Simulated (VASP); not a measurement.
Output of a VASP run:

File OUTCAR:
```
 ion  position               nearest neighbor table
   1  0.000  0.000  0.000-   4 2.54   4 2.54   4 2.54   3 2.54   3 2.54   3 2.54
   2  0.500  0.500  0.500-   3 2.54   3 2.54   3 2.54   4 2.54   4 2.54   4 2.54
   3  0.250  0.250  0.250-   1 2.54   1 2.54   1 2.54   2 2.54   2 2.54   2 2.54
   4  0.750  0.750  0.750-   2 2.54   2 2.54   2 2.54   1 2.54   1 2.54   1 2.54
  LATTYP: Found a trigonal (rhomboedric) cell.
 ALAT       =     6.2103035545
 COS(alpha) =     0.8314691388
 Subroutine PRICEL returns following result:
  LATTYP: Found a trigonal (rhomboedric) cell.
 ALAT       =     3.5905300101
 COS(alpha) =     0.4958172584
 Subroutine GETGRP returns: Found 12 space group operations
The static configuration has the point symmetry D_3d.
The dynamic configuration has the point symmetry D_3d.
The overall configuration has the point symmetry D_3d.
 Subroutine INISYM returns: Found 12 space group operations
 Subroutine IBZKPT returns following result:
 Found     44 irreducible k-points:

 Following reciprocal coordinates:
            Coordinates               Weight
  0.000000  0.000000  0.000000      1.000000
  0.142857  0.000000  0.000000      6.000000
  0.285714  0.000000  0.000000      6.000000
  0.428571  0.000000  0.000000      6.000000
  0.142857  0.142857  0.000000      6.000000
  0.285714  0.142857  0.000000     12.000000
  0.428571  0.142857 -0.000000     12.000000
 -0.428571  0.142857  0.000000     12.000000
 -0.285714  0.142857  0.000000     12.000000
 -0.142857  0.142857  0.000000      6.000000
  0.285714  0.285714  0.000000      6.000000
  0.428571  0.285714  0.000000     12.000000
 -0.428571  0.285714 -0.000000     12.000000
 -0.285714  0.285714  0.000000      6.000000
  0.428571  0.428571  0.000000      6.000000
 -0.428571  0.428571  0.000000      6.000000
  0.142857  0.142857  0.142857      2.000000
  0.285714  0.142857  0.142857      6.000000
  0.428571  0.142857  0.142857      6.000000
 -0.428571  0.142857  0.142857      6.000000
 -0.285714  0.142857  0.142857      6.000000
 -0.142857  0.142857  0.142857      6.000000
  0.285714  0.285714  0.142857      6.000000
  0.428571  0.285714  0.142857     12.000000
 -0.428571  0.285714  0.142857     12.000000
 -0.285714  0.285714  0.142857     12.000000
 -0.142857  0.285714  0.142857     12.000000
  0.428571  0.428571  0.142857      6.000000
 -0.428571  0.428571  0.142857     12.000000
 -0.285714  0.428571  0.142857     12.000000
 -0.142857  0.428571  0.142857     12.000000
 -0.428571 -0.428571  0.142857      6.000000
 -0.285714 -0.428571  0.142857     12.000000
 -0.285714 -0.285714  0.142857      6.000000
  0.285714  0.285714  0.285714      2.000000
  0.428571  0.285714  0.285714      6.000000
 -0.428571  0.285714  0.285714      6.000000
 -0.285714  0.285714  0.285714      6.000000
  0.428571  0.428571  0.285714      6.000000
 -0.428571  0.428571  0.285714     12.000000
   k-points           NKPTS =     44   k-points in BZ     NKDIM =     44   number of bands    NBANDS=     23
   number of dos      NEDOS =    301   number of ions     NIONS =      4
   total plane-waves  NPLWV = 110592
   dimension x,y,z NGX =    48 NGY =   48 NGZ =   48
   dimension x,y,z NGXF=    96 NGYF=   96 NGZF=   96
   ions per type =               2   2
   PREC   = accura    normal or accurate (medium, high low for compatibility)
   ISTART =      0    job   : 0-new  1-cont  2-samecut
   ICHARG =      2    charge: 1-file 2-atom 10-const
   ISPIN  =      2    spin polarized calculation?
   LNONCOLLINEAR =      F non collinear calculations
   LSORBIT =      F    spin-orbit coupling
   INIWAV =      1    electr: 0-lowe 1-rand  2-diag
   ENCUT  =  520.0 eV  38.22 Ry    6.18 a.u.  11.55 11.55 11.55*2*pi/ulx,y,z
   NELM   =    100;   NELMIN=  2; NELMDL= -5     # of ELM steps
   EDIFF  = 0.1E-06   stopping-criterion for ELM
   LREAL  =      F    real-space projection
   NLSPLINE    = F    spline interpolate recip. space projectors
...
```

OSZICAR:
```
       N       E                     dE             d eps       ncg     rms          rms(c)
DAV:   1     0.389109272924E+03    0.38911E+03   -0.21547E+04  4232   0.182E+03
DAV:   2     0.597587765530E+01   -0.38313E+03   -0.37820E+03  4062   0.490E+02
DAV:   3    -0.294042829772E+02   -0.35380E+02   -0.34758E+02  5888   0.136E+02
DAV:   4    -0.305634990839E+02   -0.11592E+01   -0.11264E+01  4729   0.228E+01
DAV:   5    -0.305893518354E+02   -0.25853E-01   -0.25850E-01  5111   0.395E+00    0.169E+01
DAV:   6    -0.284831859785E+02    0.21062E+01   -0.27314E+01  5272   0.487E+01    0.156E+01
DAV:   7    -0.284225628007E+02    0.60623E-01   -0.26174E+00  4951   0.190E+01    0.893E+00
DAV:   8    -0.284367601797E+02   -0.14197E-01   -0.32511E-01  5466   0.512E+00    0.431E+00
DAV:   9    -0.284245295127E+02    0.12231E-01   -0.59554E-02  5508   0.240E+00    0.352E-01
DAV:  10    -0.284267412597E+02   -0.22117E-02   -0.10969E-02  5039   0.693E-01    0.211E-01
DAV:  11    -0.284268926287E+02   -0.15137E-03   -0.76791E-04  4649   0.231E-01    0.125E-01
DAV:  12    -0.284269411564E+02   -0.48528E-04   -0.29882E-04  5022   0.928E-02    0.924E-02
DAV:  13    -0.284269681972E+02   -0.27041E-04   -0.22043E-05  4524   0.456E-02    0.476E-02
DAV:  14    -0.284269740386E+02   -0.58414E-05   -0.17636E-05  4468   0.375E-02    0.123E-02
DAV:  15    -0.284269752540E+02   -0.12154E-05   -0.88506E-07  4636   0.995E-03    0.339E-03
DAV:  16    -0.284269753263E+02   -0.72328E-07   -0.14969E-07  3743   0.278E-03
   1 F= -.30182024E+02 E0= -.30182024E+02  d E =-.301820E+02  mag=     0.0000
       N       E                     dE             d eps       ncg     rms          rms(c)
DAV:   1    -0.284274094327E+02   -0.43418E-03   -0.17191E-02  4146   0.110E+00    0.148E-01
DAV:   2    -0.284271838835E+02    0.22555E-03   -0.43357E-04  4665   0.211E-01    0.860E-02
DAV:   3    -0.284271127473E+02    0.71136E-04   -0.83612E-05  5617   0.100E-01    0.462E-02
DAV:   4    -0.284271018940E+02    0.10853E-04   -0.24987E-05  5327   0.401E-02    0.126E-02
DAV:   5    -0.284271020281E+02   -0.13410E-06   -0.12277E-06  3851   0.111E-02    0.801E-03
DAV:   6    -0.284271021054E+02   -0.77333E-07   -0.10557E-07  3355   0.313E-03
   2 F= -.30182150E+02 E0= -.30182150E+02  d E =-.125842E-03  mag=    -0.0000
```

OUTCAR:
```
------------------------ aborting loop because EDIFF is reached ----------------------------------------
 Edisp (eV)   -1.75505
  FORCE on cell =-STRESS in cart. coord.  units (eV):
  Direction    XX          YY          ZZ          XY          YZ          ZX
  --------------------------------------------------------------------------------------
  Total      -0.92466    -0.92466    -0.92466    -0.02970    -0.02970    -0.02970
  in kB     -22.49022   -22.49022   -22.49022    -0.72228    -0.72228    -0.72228
  external pressure =      -22.49 kB  Pullay stress =        0.00 kB
  volume of cell :       65.87
      direct lattice vectors                 reciprocal lattice vectors
     5.074933983  2.524024999  2.524024999     0.294273116 -0.097744007 -0.097744007
     2.524024999  5.074933983  2.524024999    -0.097744007  0.294273116 -0.097744007
     2.524024999  2.524024999  5.074933983    -0.097744007 -0.097744007  0.294273116
 POSITION                                       TOTAL-FORCE (eV/Angst)
 -----------------------------------------------------------------------------------
      7.59896      5.04805      7.59896         0.000000     -0.000000     -0.000000
      5.06149      5.06149      5.06149        -0.000000     -0.000000      0.000000
      2.53075      2.53075      2.53075         0.000000      0.000000     -0.000000
      7.59224      7.59224      7.59224         0.000000     -0.000000     -0.000000
 -----------------------------------------------------------------------------------
    total drift:                               -0.000000     -0.000000     -0.000000
  FREE ENERGIE OF THE ION-ELECTRON SYSTEM (eV)
  ---------------------------------------------------
  free  energy   TOTEN  =       -30.1821499813 eV

  energy  without entropy=      -30.1821499813  energy(sigma->0) =      -30.18214998

 total charge

# of ion       s       p       d       tot
------------------------------------------
    1        0.222   6.180   4.978  11.381
    2        0.222   6.180   4.978  11.381
    3        1.325   2.429   0.000   3.754
    4        1.325   2.429   0.000   3.754
--------------------------------------------------
tot          3.095  17.218   9.957  30.270

 magnetization (x)

# of ion       s       p       d       tot
------------------------------------------
    1        0.017   0.015   4.080   4.112
    2       -0.017  -0.015  -4.080  -4.112
    3        0.000   0.000   0.000   0.000
    4        0.000   0.000   0.000   0.000
--------------------------------------------------
tot          0.000   0.000   0.000   0.000

 reached required accuracy - stopping structural energy minimisation
```
(Selected blocks of OUTCAR.)

POSCAR:
```
MnS
1
    5.0777540731     2.5282685589     2.5282685589
    2.5282685589     5.0777540731     2.5282685589
    2.5282685589     2.5282685589     5.0777540731
Mn S
2 2
Direct
  1.0000000000   1.0000000000   0.0000000000
  0.5000000000   0.5000000000   0.5000000000
  0.2500000000   0.2500000000   0.2500000000
  0.7500000000   0.7500000000   0.7500000000
```

Write an INCAR and KPOINTS that could have produced this output.

This is not unique; one that fits is the input of the run itself, PBE GGA with D3 dispersion (Becke-Johnson damping), plane waves, VASP's PBE PAW potentials (set 64).

File KPOINTS:
```
Automatic mesh
0
gamma
7 7 7
0 0 0
```

### INCAR
```
SYSTEM = MnS
PREC = Accurate; ENCUT = 520; LREAL = .FALSE.
LASPH = .TRUE.
EDIFF = 1E-7; NELM = 100; ALGO = Normal
LMAXMIX = 4
ISMEAR = 0; SIGMA = 0.05
GGA = PE; IVDW = 12
MAGMOM = 4.1 -4.1 0.0 0.0
ISPIN = 2
IBRION = 2; NSW = 30; ISIF = 4
EDIFFG = -0.01
LWAVE = .FALSE.; LCHARG = .FALSE.; LORBIT = 10
```

POTCAR, in this order: Mn_pv S (PBE.64 set). Program: vasp_std.

The compound is MnS in the rock salt, AFM-II order structure. This cell is one point of a volume scan, at 1.03 of the reference volume. Symmetry was kept, so distortions that lower it aren't found.
